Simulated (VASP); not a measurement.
Data:

```xyz
1
Lattice="0.0000 2.4750 2.4750 2.4750 0.0000 2.4750 2.4750 2.4750 0.0000" Properties=species:S:1:pos:R:3 pbc="T T T"
Pb     0.0000     0.0000     0.0000
```

The numbers are results of PBE GGA with D3 dispersion (Becke-Johnson damping), VASP's PBE PAW potentials (set 64) (plane waves; VASP), not measurements. Run with 520 eV cut-off, Gaussian smearing of 0.050 eV, potentials Pb_d.

Unless said otherwise, spin-orbit coupling is left out, though it shifts the bands of the heavy elements here.

Q: Estimate the band gap (along the path) with the smallest direct gap where there is one.

A: 
The band gap (along the path) comes out as none (metal, semimetal or under 0.01 eV).

The compound is Pb in the fcc structure. The cell was not relaxed at this level.
